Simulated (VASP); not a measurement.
A run of VASP 6.6.1 is set up as follows.

Contents of INCAR:

```
PREC = Normal
ENCUT = 520
EDIFF = 1E-4
ISMEAR = 0
SIGMA = 0.15
LREAL = F
LASPH = T
NELM = 60
ALGO = Fast
ISIF = 3
LWAVE = F
LCHARG = F
GGA = PE
IBRION = 2
NSW = 24
EDIFFG = -0.08
```

The input KPOINTS:

```
regular mesh
0
Gamma
  3 3 3
```

POSCAR

```
MgTi3O4
1.0
    5.1388918200      0.0000000000      0.0000000000
   -2.5694459100      4.4504108600      0.0000000000
    0.0000000000      0.0000000000      4.9929656000
Mg Ti O
1 3 4
Direct
    0.0000000000      0.0000000000      0.0000000000
    0.5000000000      0.0000000000      0.5000000000
    0.0000000000      0.5000000000      0.5000000000
    0.5000000000      0.5000000000      0.5000000000
    0.5000000000      0.0000000000      0.0000000000
    0.0000000000      0.5000000000      0.0000000000
    0.5000000000      0.5000000000      0.0000000000
    0.0000000000      0.0000000000      0.5000000000
```

Potentials or basis: VASP PAW PBE potentials, release 64 (Mg, Ti_sv, O).

Launch:

```bash
$ cat potpaw_PBE.64/Mg/POTCAR potpaw_PBE.64/Ti_sv/POTCAR potpaw_PBE.64/O/POTCAR > POTCAR
$ mpirun -np 1 vasp_std > vasp.out
```

**Question.** What does it give for the relaxed cell?

**Answer.** a = 5.633 Å, b = 5.633 Å, c = 3.782 Å, α = 90.00°, β = 90.00°, γ = 120.00°.

**Question.** Estimate the relaxed volume.

**Answer.** 12.99 Å³/atom.

The path:
```tsv
step	energy change (eV)	largest force (eV/Å)	pressure (GPa)	volume (Å³)
1	0.0000	0.0000	-20.41	114.19
2	-7.2393	0.0000	7.29	85.57
3	-7.4213	0.0000	18.92	82.35
4	-4.8120	0.0000	62.48	85.53
5	-7.8717	0.0000	26.50	83.42
6	-8.9630	0.0000	-6.83	103.53
7	-8.9847	0.0000	-1.28	99.38
8	-8.9883	0.0000	-2.19	100.27
9	-9.0782	0.0000	2.95	103.49
10	-9.1115	0.0000	1.25	102.43
11	-9.1115	0.0000	1.15	102.47
12	-9.1156	0.0000	0.07	103.94
```

Caveat: the k mesh is coarse (spacing up to 0.47 Å⁻¹), so the values aren't converged; the relaxation stopped at a loose force limit of 0.08 eV/Å, so its end isn't a converged minimum.
